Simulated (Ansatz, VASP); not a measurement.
# Al17Cu29Si33 in two plane-wave programs

Aim: how closely do two programs agree when they are given the same cell, functional and k mesh? The structure shown is frame 57 of Ansatz's trajectory.

Calculated with Ansatz 0.2.0; plane waves, with VASP 6.6.1 beside it; single point at PBE.

### Step 1. The starting structure

The cell holds 79 atoms: 29 Cu, 17 Al and 33 Si. Cell: a = 10.866 Å, b = 10.866 Å, c = 10.866 Å, α = 90.0°, β = 90.0°, γ = 90.0°. As first built, before any earlier steps moved the atoms (in the runner's words): 79 atoms (29 Cu, 17 Al, 33 Si) placed at random at 4.03 g/cm^3, melted at 2000 K for 10 ps at fixed volume with the MEAM Al-Si-Mg-Cu-Fe potential (Jelinek et al., Phys. Rev. B 85, 245102 (2012)). Quenched from 1600 K to 300 K at 50 K/ps and zero pressure, held 5 ps, then minimised at fixed cell.

### Step 2. Ansatz: dynamics, PBE

Ansatz runs on its default PAW (the set named soft_2) files.

One frame of this run of dynamics is then solved in both programs, so the motion causes no difference.

input.yaml reads:

```yaml
crystal:
  lattice:
    - [10.86632, 0.0, 0.0]
    - [0.0, 10.86632, 0.0]
    - [0.0, 0.0, 10.86632]
  atoms:
    - { symbol: Cu, position: [0.47875, 0.6981, 0.60664] }
    - { symbol: Cu, position: [0.58969, 0.01198, 0.62821] }
    - { symbol: Cu, position: [0.15344, 0.57794, 0.56618] }
    - { symbol: Cu, position: [0.57602, 0.22591, 0.88556] }
    - { symbol: Cu, position: [0.42804, 0.40341, 0.8387] }
    - { symbol: Cu, position: [0.89673, 0.33915, 0.8636] }
    - { symbol: Cu, position: [0.25506, 0.77021, 0.63918] }
    - { symbol: Cu, position: [0.24631, 0.086, 0.67107] }
    - { symbol: Cu, position: [0.04078, 0.17344, 0.76053] }
    - { symbol: Cu, position: [0.43825, 0.88511, 0.23725] }
    - { symbol: Cu, position: [0.4745, 0.28346, 0.16553] }
    - { symbol: Cu, position: [0.31355, 0.30368, 0.44649] }
    - { symbol: Cu, position: [0.01753, 0.41714, 0.47836] }
    - { symbol: Cu, position: [0.04112, 0.96941, 0.2978] }
    - { symbol: Cu, position: [0.97487, 0.1553, 0.41616] }
    - { symbol: Cu, position: [0.7155, 0.89378, 0.89358] }
    - { symbol: Cu, position: [0.89628, 0.2651, 0.24206] }
    - { symbol: Cu, position: [0.59943, 0.52589, 0.50192] }
    - { symbol: Cu, position: [0.17445, 0.72403, 0.31662] }
    - { symbol: Cu, position: [0.1748, 0.55535, 0.90206] }
    - { symbol: Cu, position: [0.68197, 0.85828, 0.26679] }
    - { symbol: Cu, position: [0.01747, 0.99161, 0.92362] }
    - { symbol: Cu, position: [0.14205, 0.32323, 0.0106] }
    - { symbol: Cu, position: [0.64549, 0.68143, 0.88414] }
    - { symbol: Cu, position: [0.2678, 0.31862, 0.22347] }
    - { symbol: Cu, position: [0.53112, 0.51767, 0.12752] }
    - { symbol: Cu, position: [0.08325, 0.43472, 0.22367] }
    - { symbol: Cu, position: [0.39373, 0.10341, 0.50286] }
    - { symbol: Cu, position: [0.35948, 0.89096, 0.99418] }
    - { symbol: Al, position: [0.04755, 0.81122, 0.49531] }
    - { symbol: Al, position: [0.88262, 0.62403, 0.5426] }
    - { symbol: Al, position: [0.81828, 0.95821, 0.45159] }
    - { symbol: Al, position: [0.83168, 0.97891, 0.10079] }
    - { symbol: Al, position: [0.66501, 0.43928, 0.9376] }
    - { symbol: Al, position: [0.87123, 0.52553, 0.30672] }
    - { symbol: Al, position: [0.91164, 0.77031, 0.26601] }
    - { symbol: Al, position: [0.73615, 0.64288, 0.12342] }
    - { symbol: Al, position: [0.80179, 0.10949, 0.84842] }
    - { symbol: Al, position: [0.69671, 0.21054, 0.09087] }
    - { symbol: Al, position: [0.72667, 0.21167, 0.46294] }
    - { symbol: Al, position: [0.84622, 0.87263, 0.69595] }
    - { symbol: Al, position: [0.90923, 0.76196, 0.97322] }
    - { symbol: Al, position: [0.95427, 0.51284, 0.03247] }
    - { symbol: Al, position: [0.71261, 0.3112, 0.69276] }
    - { symbol: Al, position: [0.0411, 0.70554, 0.75102] }
    - { symbol: Al, position: [0.8443, 0.56877, 0.79884] }
    - { symbol: Si, position: [0.24577, 0.26272, 0.81562] }
    - { symbol: Si, position: [0.22051, 0.90953, 0.17766] }
    - { symbol: Si, position: [0.44335, 0.10156, 0.01325] }
    - { symbol: Si, position: [0.12503, 0.15069, 0.22264] }
    - { symbol: Si, position: [0.45415, 0.12422, 0.74909] }
    - { symbol: Si, position: [0.77116, 0.07758, 0.63498] }
    - { symbol: Si, position: [0.95509, 0.20477, 0.04835] }
    - { symbol: Si, position: [0.15933, 0.80871, 0.95948] }
    - { symbol: Si, position: [0.6707, 0.75195, 0.50131] }
    - { symbol: Si, position: [0.1276, 0.23389, 0.54981] }
    - { symbol: Si, position: [0.38825, 0.65332, 0.23638] }
    - { symbol: Si, position: [0.36289, 0.09333, 0.27514] }
    - { symbol: Si, position: [0.34548, 0.62507, 0.78896] }
    - { symbol: Si, position: [0.47105, 0.44786, 0.33956] }
    - { symbol: Si, position: [0.50893, 0.29817, 0.55431] }
    - { symbol: Si, position: [0.30923, 0.42437, 0.63781] }
    - { symbol: Si, position: [0.21324, 0.99471, 0.45085] }
    - { symbol: Si, position: [0.54948, 0.95946, 0.42706] }
    - { symbol: Si, position: [0.45949, 0.69825, 0.99168] }
    - { symbol: Si, position: [0.36654, 0.80044, 0.44142] }
    - { symbol: Si, position: [0.08926, 0.94555, 0.71012] }
    - { symbol: Si, position: [0.34247, 0.44571, 0.03894] }
    - { symbol: Si, position: [0.18328, 0.61996, 0.12386] }
    - { symbol: Si, position: [0.57463, 0.83793, 0.73023] }
    - { symbol: Si, position: [0.19841, 0.08891, 0.00432] }
    - { symbol: Si, position: [0.78387, 0.42354, 0.49979] }
    - { symbol: Si, position: [0.76854, 0.10728, 0.27618] }
    - { symbol: Si, position: [0.06631, 0.41551, 0.71279] }
    - { symbol: Si, position: [0.35384, 0.898, 0.7913] }
    - { symbol: Si, position: [0.57815, 0.53499, 0.72016] }
    - { symbol: Si, position: [0.77219, 0.39692, 0.15934] }
    - { symbol: Si, position: [0.58373, 0.90749, 0.06392] }
    - { symbol: Si, position: [0.2338, 0.50398, 0.37647] }
kpoints:
  mp_grid: { grid: [1, 1, 1] }
hamiltonian:
  xc: pbe
scf:
  occupations: { method: gaussian, width: 0.05 }
output:
  forces: true
md:
  timestep: 2.0
  n_steps: 170
  ensemble: nve
  temperature: 400
  initial_velocities: maxwell_boltzmann
  seed: 435
```

On the command line:

```
$ ansatz run input.yaml --threads 4 --pin off --max-ram 8192MiB --backend cpu --events-out ev --progress --plain --runs-dir out
```

Numbers of over 12 decimals in the logs are rounded to 6 here.

The log of the run:

```text
Warning: md: disabling space-group detection — thermal motion breaks the input geometry's symmetry, so no spatial operation reduces the k-mesh or symmetrises the density; time reversal is kept, so that k and −k are solved as one point where they differ and the mesh holds both, and exact exchange and, on two spinor components, a DFT+U term hold to it where the run has them: on two components no moment then forms, and  [...]
Engine: ansatz 0.2.0, aarch64-unknown-linux-gnu
Pseudopotentials: kind: paw
Pseudopotential: Cu, paw, valence charge 19, recommended cutoff 420 eV (normal), Cu.paw.azcp
Pseudopotential: Al, paw, valence charge 3, recommended cutoff 420 eV (normal), Al.paw.azcp
Pseudopotential: Si, paw, valence charge 4, recommended cutoff 420 eV (normal), Si.paw.azcp
Functional definition: PBE
  parameter kappa = 0.804
  parameter beta = 0.066725
  exchange = pbe_x(kappa = kappa, mu = beta*pi^2/3)
  correlation = pbe_c(beta = beta)
Crystal: 79 atoms, lattice volume = 1283.061 Å³
Basis set: ecut = 420 eV, 25173 PW (Γ), exchange–correlation on 150×150×150 points (8 copies of the dense FFT grid, shifted against one another)
Bands: 446, of which v1, the nominal top of the filled ones, is band 367 counted from 1 (366 counted from 0)
Symmetry: 1 space group operations
k-points: 1
Non-local potential: Cu, projectors of the file, l = 0: 3, l = 1: 2, l = 2: 3, l = 3: 1
Non-local potential: Al, projectors of the file, l = 0: 2, l = 1: 2, l = 2: 1
Non-local potential: Si, projectors of the file, l = 0: 2, l = 1: 2, l = 2: 2
PAW form: soft (Blöchl's): semilocal exchange-correlation on the pseudo side does not see the compensation charge
PAW one-centre angular grid: Cu, 590 points (default); XC on 64 Gauss nodes
PAW one-centre angular grid: Al, 110 points (default); XC on 64 Gauss nodes
PAW one-centre angular grid: Si, 110 points (default); XC on 64 Gauss nodes
Initial density: superposition of atomic densities (neutral atoms: chi_scale 0, normalization atom), corrected by the library's trained network
Initial wavefunctions: pseudopotential atomic-orbital guess
Functional: x = pbe(κ = 0.804, μ = 0.219515), c = pbe(β = 0.066725)
SCF iter   1: F=—  HF=-222223.025553 eV  |F-HF|=—  |Δ(HF+E_count)|=         —  Δρ=6.05e-3  dr2=1.13e0  ethr=1.77e-3  ⟨swp⟩=5.0  Hψ=1681  notcnv=0  defer=36
preconditioner: auto → Kerker (q_TF=auto, 2.486 Å⁻¹)  [metal: Δε(μ)=0.046 eV  Ē_g=6.444 eV  σ=0.050 eV  W_gap=0.49  n_scr=340 (ndim 8)  ℏωp=23.2 eV  f_vac=0.001  D(μ)=46.20/eV (n_scr^D=364)]
SCF iter   2: F=—  HF=-222222.897861 eV  |F-HF|=—  |Δ(HF+E_count)|=   1.28e-1  Δρ=3.51e-3  dr2=4.70e-1  ethr=1.54e-4  ⟨swp⟩=1.0  Hψ=513  notcnv=0  defer=36
SCF iter   3: F=—  HF=-222222.821272 eV  |F-HF|=—  |Δ(HF+E_count)|=   7.66e-2  Δρ=2.97e-3  dr2=9.22e-2  ethr=6.41e-5  ⟨swp⟩=2.0  Hψ=623  notcnv=0  defer=36
SCF iter   4: F=—  HF=-222222.801615 eV  |F-HF|=—  |Δ(HF+E_count)|=   1.97e-2  Δρ=4.98e-4  dr2=5.00e-3  ethr=1.26e-5  ⟨swp⟩=2.0  Hψ=747  notcnv=0  defer=36
SCF iter   5: F=—  HF=-222222.801015 eV  |F-HF|=—  |Δ(HF+E_count)|=   6.00e-4  Δρ=1.88e-4  dr2=8.61e-4  ethr=6.81e-7  ⟨swp⟩=3.0  Hψ=738  notcnv=0  defer=36
SCF iter   6: F=—  HF=-222222.801158 eV  |F-HF|=—  |Δ(HF+E_count)|=   1.43e-4  Δρ=1.93e-4  dr2=3.70e-4  ethr=1.17e-7  ⟨swp⟩=2.0  Hψ=744  notcnv=0  defer=36
SCF iter   7: F=—  HF=-222222.801152 eV  |F-HF|=—  |Δ(HF+E_count)|=   5.95e-6  Δρ=5.78e-5  dr2=6.09e-5  ethr=5.05e-8  ⟨swp⟩=2.0  Hψ=745  notcnv=0  defer=36
SCF iter   8: F=—  HF=-222222.799234 eV  |F-HF|=—  |Δ(HF+E_count)|=   1.92e-3  Δρ=1.77e-5  dr2=8.17e-6  ethr=8.29e-9  ⟨swp⟩=2.0  Hψ=810  notcnv=0  defer=67
SCF iter   9: F=—  HF=-222222.799235 eV  |F-HF|=—  |Δ(HF+E_count)|=   6.37e-7  Δρ=1.72e-5  dr2=3.49e-6  ethr=1.11e-9  ⟨swp⟩=2.0  Hψ=747  notcnv=0  defer=67
SCF iter  10: F=—  HF=-222222.799235 eV  |F-HF|=—  |Δ(HF+E_count)|=   3.29e-7  Δρ=7.93e-6  dr2=9.43e-7  ethr=4.76e-10  ⟨swp⟩=2.0  Hψ=746  notcnv=0  defer=67
SCF iter  11: F=—  HF=-222222.799235 eV  |F-HF|=—  |Δ(HF+E_count)|=   2.03e-8  Δρ=2.98e-6  dr2=1.73e-7  ethr=1.28e-10  ⟨swp⟩=2.0  Hψ=717  notcnv=0  defer=67
SCF iter  12: F=—  HF=-222222.799235 eV  |F-HF|=—  |Δ(HF+E_count)|=   9.75e-9  Δρ=3.51e-6  dr2=1.19e-7  ethr=1.08e-11  ⟨swp⟩=4.0  Hψ=1369  notcnv=0
SCF iter  13: F=-222222.799235 eV  HF=-222222.799235 eV  |F-HF|=4.37e-9  |Δ(HF+E_count)|=   1.81e-8  Δρ=5.55e-7  dr2=1.15e-8  ethr=1.08e-11  ⟨swp⟩=1.0  Hψ=1196  notcnv=0
SCF 1 converged in 13 iterations: F = -222222.799235 eV  dr2 = 1.15e-8
[...]
md step   156: t =   312.00 fs  T =   815.1 K  F+E_penalty+E_count = -222226.98662613 eV  E_kin = 8.217950 eV  conserved = -222218.76867575 eV  (4 SCF iters)
md step   157: t =   314.00 fs  T =   810.3 K  F+E_penalty+E_count = -222226.93841165 eV  E_kin = 8.169711 eV  conserved = -222218.76870037 eV  (4 SCF iters)
md step   158: t =   316.00 fs  T =   806.4 K  F+E_penalty+E_count = -222226.89936135 eV  E_kin = 8.130562 eV  conserved = -222218.76879970 eV  (4 SCF iters)
md step   159: t =   318.00 fs  T =   803.3 K  F+E_penalty+E_count = -222226.86818147 eV  E_kin = 8.099227 eV  conserved = -222218.76895464 eV  (4 SCF iters)
md step   160: t =   320.00 fs  T =   800.8 K  F+E_penalty+E_count = -222226.84256231 eV  E_kin = 8.073418 eV  conserved = -222218.76914456 eV  (8 SCF iters)
md step   161: t =   322.00 fs  T =   798.4 K  F+E_penalty+E_count = -222226.81947280 eV  E_kin = 8.050114 eV  conserved = -222218.76935920 eV  (4 SCF iters)
md step   162: t =   324.00 fs  T =   796.0 K  F+E_penalty+E_count = -222226.79539674 eV  E_kin = 8.025806 eV  conserved = -222218.76959099 eV  (4 SCF iters)
md step   163: t =   326.00 fs  T =   793.1 K  F+E_penalty+E_count = -222226.76652389 eV  E_kin = 7.996696 eV  conserved = -222218.76982746 eV  (4 SCF iters)
md step   164: t =   328.00 fs  T =   789.4 K  F+E_penalty+E_count = -222226.72895816 eV  E_kin = 7.958906 eV  conserved = -222218.77005175 eV  (4 SCF iters)
md step   165: t =   330.00 fs  T =   784.4 K  F+E_penalty+E_count = -222226.67901254 eV  E_kin = 7.908773 eV  conserved = -222218.77023971 eV  (4 SCF iters)
md step   166: t =   332.00 fs  T =   777.9 K  F+E_penalty+E_count = -222226.61364409 eV  E_kin = 7.843288 eV  conserved = -222218.77035570 eV  (4 SCF iters)
md step   167: t =   334.00 fs  T =   769.7 K  F+E_penalty+E_count = -222226.53101863 eV  E_kin = 7.760657 eV  conserved = -222218.77036122 eV  (4 SCF iters)
md step   168: t =   336.00 fs  T =   759.8 K  F+E_penalty+E_count = -222226.43110968 eV  E_kin = 7.660885 eV  conserved = -222218.77022506 eV  (4 SCF iters)
md step   169: t =   338.00 fs  T =   748.5 K  F+E_penalty+E_count = -222226.31614646 eV  E_kin = 7.546206 eV  conserved = -222218.76993997 eV  (3 SCF iters)
[...]
md step   170: t =   340.00 fs  T =   736.1 K  F+E_penalty+E_count = -222226.19068080 eV  E_kin = 7.421146 eV  conserved = -222218.76953524 eV  (8 SCF iters)
SCF converged after 8 iterations
Free energy (F): -222226.190681 eV
Harris-Foulkes:  -222226.190681 eV  (|F-HF|=7.34e-8)
Internal energy: -222226.174942 eV  (E = F + TS)
E sigma→0 (E₀):  -222226.182811 eV
Entropy (-TS):   -0.015739 eV (-0.199 meV/atom)
Fermi energy:    9.794337 eV
--- Per-component energies (eV) ---
  E_band       = -13797.428082
  E_kinetic    = 10370.582595
  E_local      = -189399.568990  (includes V_loc(G=0)·N_el)
  E_nonlocal   = 12311.213256
  E_hartree    = 85752.219710
  E_xc         = -5078.828631
  E_vxc        = -5365.569680  (∫ρ·V_xc dr)
  E_paw        = -73065.467649  (= ΣΔE_a)
  E_vpaw       = -13218.542024  (= ΣTr[D̂ρ^β])
  E_aug_tail   = 0.008321  (compensation charges beyond the density's cutoff)
  E_ewald      = -63116.333553
  E_smearing   = -0.015739  (= −TS)
  E_closure    = -0.000000  (closes the sum)
  Σ components = -222226.190681   (vs F -222226.190681, Δ=0.00e0)
--- Forces (eV/Å), atoms counted from 1 ---
  atom   1  Cu     0.29678951    -0.95950264     0.35706022
  atom   2  Cu     0.34268427    -0.66908779    -1.07899582
  atom   3  Cu    -0.35772101     0.21989208    -0.44788791
  atom   4  Cu    -0.35982619     0.46651541     0.08380167
  atom   5  Cu    -0.30021292    -0.12387474     0.39249112
  atom   6  Cu    -0.06241959    -0.25230448    -0.04989238
  atom   7  Cu     0.53150224     0.04017923     0.47264195
  atom   8  Cu    -0.16042834     0.14757536     0.63048944
  atom   9  Cu     0.39110338     0.13668097     1.28038331
  atom  10  Cu     1.62128446     0.05374881    -0.89178326
  atom  11  Cu    -0.20377419     0.39383726    -0.12998880
  atom  12  Cu     0.20880553     0.00466751    -0.15917033
  atom  13  Cu    -0.13401944     0.36269442     1.12005681
  atom  14  Cu    -1.06456579    -0.96739554    -0.38600532
  atom  15  Cu    -0.08322403     0.54349755    -0.55695665
  atom  16  Cu     0.74483994    -0.39148596    -1.58272082
  atom  17  Cu     0.12176911    -0.13455609    -0.17965562
  atom  18  Cu     0.96618111    -0.21755761     0.00035985
  atom  19  Cu    -1.84688650    -0.89341771    -1.10792305
  atom  20  Cu     0.31271914    -0.07839532    -1.26024776
  atom  21  Cu    -1.39286433     0.09574335     0.37038863
  atom  22  Cu     0.77938240    -0.07008254     0.48906531
  atom  23  Cu    -0.41548237    -0.31672361     0.43114178
  atom  24  Cu    -0.51125040     1.77539591    -0.76722151
[...]
atom  72  Si    -0.03181432     0.35916379     0.06714035
  atom  73  Si    -0.14110266    -0.11176802     0.23512418
  atom  74  Si     0.01654403    -0.41588068     0.38782576
  atom  75  Si    -1.35655838    -1.21811253     0.24168938
  atom  76  Si     0.17294088     0.24499188     0.11404047
  atom  77  Si     0.64994577    -0.13794726     0.12375258
  atom  78  Si    -0.28809938     0.41346868    -0.24053328
  atom  79  Si     0.75971302    -0.06148560     0.51340212
  max |Σ_I F_I| component: 4.81e-5 eV/Å
--- MD trajectory: 170 steps, t = 0.0 → 340.0 fs ---
  final state: T = 736.1 K   F+E_penalty+E_count = -222226.19068080 eV   E_kin = 7.421146 eV
  conserved energy: peak-to-peak 4.658e-3 eV (5.897e-5 eV/atom) over 340.0 fs
```

(Continued in part 2 of 2.)

[Lines on the potential files, build, host, timing and source positions are cut from VASP's logs without a mark.]

[Logs are printed without paths, hosts, clocks, repeated set-up lines and the standing remarks that a program may print on its own settings, such as how far it seeks lower states.]

[Hosts, paths, dates, database ids (printed as entryN), source tags and the programs' standing remarks are cut or masked in the printed files.]
